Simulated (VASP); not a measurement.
OSZICAR of a VASP run on P (black):

**OSZICAR**
```
       N       E                     dE             d eps       ncg     rms          rms(c)
DAV:   1     0.582905925752E+02    0.58291E+02   -0.86356E+03  2800   0.123E+03
DAV:   2    -0.202777426337E+02   -0.78568E+02   -0.76550E+02  3666   0.177E+02
DAV:   3    -0.242509875610E+02   -0.39732E+01   -0.39029E+01  3742   0.414E+01
DAV:   4    -0.243055656188E+02   -0.54578E-01   -0.54513E-01  3534   0.568E+00
DAV:   5    -0.243065523436E+02   -0.98672E-03   -0.98639E-03  3848   0.687E-01    0.107E+01
DAV:   6    -0.241616698693E+02    0.14488E+00   -0.82119E-02  3406   0.178E+00    0.624E+00
DAV:   7    -0.240985215324E+02    0.63148E-01   -0.12408E-01  3610   0.218E+00    0.314E-01
DAV:   8    -0.240977754719E+02    0.74606E-03   -0.10850E-02  3338   0.752E-01    0.183E-01
DAV:   9    -0.240977367713E+02    0.38701E-04   -0.63268E-04  3826   0.170E-01    0.789E-02
DAV:  10    -0.240977204607E+02    0.16311E-04   -0.85257E-05  3418   0.558E-02    0.305E-02
DAV:  11    -0.240977206158E+02   -0.15505E-06   -0.79244E-06  3556   0.217E-02
   1 F= -.24097721E+02 E0= -.24097670E+02  d E =-.240977E+02
       N       E                     dE             d eps       ncg     rms          rms(c)
DAV:   1    -0.241032176164E+02   -0.54972E-02   -0.13472E-01  3022   0.210E+00    0.238E-01
DAV:   2    -0.241027056419E+02    0.51197E-03   -0.59084E-03  3734   0.547E-01    0.103E-01
DAV:   3    -0.241024086988E+02    0.29694E-03   -0.80664E-04  3676   0.172E-01    0.463E-02
DAV:   4    -0.241023975282E+02    0.11171E-04   -0.13412E-04  3700   0.722E-02    0.165E-02
DAV:   5    -0.241023956493E+02    0.18789E-05   -0.53828E-06  3376   0.163E-02    0.511E-03
DAV:   6    -0.241023956032E+02    0.46080E-07   -0.42378E-07  2018   0.463E-03
   2 F= -.24102396E+02 E0= -.24102446E+02  d E =-.467499E-02
       N       E                     dE             d eps       ncg     rms          rms(c)
DAV:   1    -0.241077520258E+02   -0.53564E-02   -0.31526E-01  3010   0.321E+00    0.365E-01
DAV:   2    -0.241064058458E+02    0.13462E-02   -0.14009E-02  3728   0.843E-01    0.159E-01
DAV:   3    -0.241056751031E+02    0.73074E-03   -0.20194E-03  3688   0.272E-01    0.712E-02
DAV:   4    -0.241056491388E+02    0.25964E-04   -0.32248E-04  3652   0.113E-01    0.262E-02
DAV:   5    -0.241056443910E+02    0.47478E-05   -0.12502E-05  3498   0.247E-02    0.785E-03
DAV:   6    -0.241056441709E+02    0.22010E-06   -0.10871E-06  2216   0.734E-03
   3 F= -.24105644E+02 E0= -.24105714E+02  d E =-.792356E-02
       N       E                     dE             d eps       ncg     rms          rms(c)
DAV:   1    -0.241110205597E+02   -0.53762E-02   -0.19173E-01  2956   0.243E+00    0.306E-01
DAV:   2    -0.241098837342E+02    0.11368E-02   -0.91745E-03  3664   0.704E-01    0.165E-01
DAV:   3    -0.241091866453E+02    0.69709E-03   -0.11115E-03  3350   0.203E-01    0.713E-02
DAV:   4    -0.241091106814E+02    0.75964E-04   -0.27232E-04  3538   0.987E-02    0.304E-02
DAV:   5    -0.241091079994E+02    0.26820E-05   -0.10146E-05  3444   0.227E-02    0.134E-02
DAV:   6    -0.241091074457E+02    0.55378E-06   -0.18915E-06  2178   0.878E-03
   4 F= -.24109107E+02 E0= -.24109168E+02  d E =-.346327E-02
       N       E                     dE             d eps       ncg     rms          rms(c)
DAV:   1    -0.241179379846E+02   -0.88300E-02   -0.58791E-01  2908   0.425E+00    0.533E-01
DAV:   2    -0.241144620818E+02    0.34759E-02   -0.28121E-02  3640   0.123E+00    0.287E-01
DAV:   3    -0.241123195816E+02    0.21425E-02   -0.34445E-03  3334   0.354E-01    0.125E-01
DAV:   4    -0.241120775795E+02    0.24200E-03   -0.86439E-04  3568   0.175E-01    0.525E-02
DAV:   5    -0.241120691515E+02    0.84280E-05   -0.32253E-05  3366   0.403E-02    0.227E-02
DAV:   6    -0.241120677163E+02    0.14352E-05   -0.62102E-06  3526   0.152E-02    0.561E-03
DAV:   7    -0.241120676297E+02    0.86583E-07   -0.47703E-07  1808   0.443E-03
   5 F= -.24112068E+02 E0= -.24112154E+02  d E =-.642346E-02
       N       E                     dE             d eps       ncg     rms          rms(c)
DAV:   1    -0.241149895601E+02   -0.29218E-02   -0.11856E-01  2926   0.194E+00    0.188E-01
DAV:   2    -0.241149360269E+02    0.53533E-04   -0.57865E-03  3766   0.552E-01    0.800E-02
DAV:   3    -0.241146992027E+02    0.23682E-03   -0.34150E-04  3450   0.119E-01    0.369E-02
DAV:   4    -0.241146714836E+02    0.27719E-04   -0.93952E-05  3716   0.588E-02    0.201E-02
DAV:   5    -0.241146709849E+02    0.49877E-06   -0.73808E-06  3418   0.187E-02
   6 F= -.24114671E+02 E0= -.24114758E+02  d E =-.260336E-02
       N       E                     dE             d eps       ncg     rms          rms(c)
DAV:   1    -0.241183408562E+02   -0.36694E-02   -0.48588E-01  2902   0.391E+00    0.382E-01
DAV:   2    -0.241181644687E+02    0.17639E-03   -0.23767E-02  3766   0.112E+00    0.161E-01
DAV:   3    -0.241172015461E+02    0.96292E-03   -0.13730E-03  3422   0.239E-01    0.751E-02
DAV:   4    -0.241170825600E+02    0.11899E-03   -0.39695E-04  3696   0.120E-01    0.406E-02
DAV:   5    -0.241170805797E+02    0.19803E-05   -0.30892E-05  3412   0.383E-02    0.114E-02
DAV:   6    -0.241170807199E+02   -0.14019E-06   -0.25110E-06  3274   0.111E-02
   7 F= -.24117081E+02 E0= -.24117091E+02  d E =-.501309E-02
```

**Question.** Which electronic solver shows in the log?

**Answer.** It is blocked Davidson (ALGO = Normal, or the opening steps of other solvers). The INCAR had ALGO = Normal.

**Question.** Can the final energy be trusted as converged?

**Answer.** Self-consistency was reached. It stopped with EDIFF = 1E-6, NELM = 100, NSW = 60 and EDIFFG = -0.02 after 7 ionic steps (LDA (Ceperley-Alder, Perdew-Zunger), plane waves, VASP's LDA PAW potentials (set 64)). Energy and stress use the plane-wave basis of the starting cell.

The compound is P in the black structure. This run relaxes it. Symmetry was kept, so distortions that lower it aren't found. The start is the result of an earlier pass.
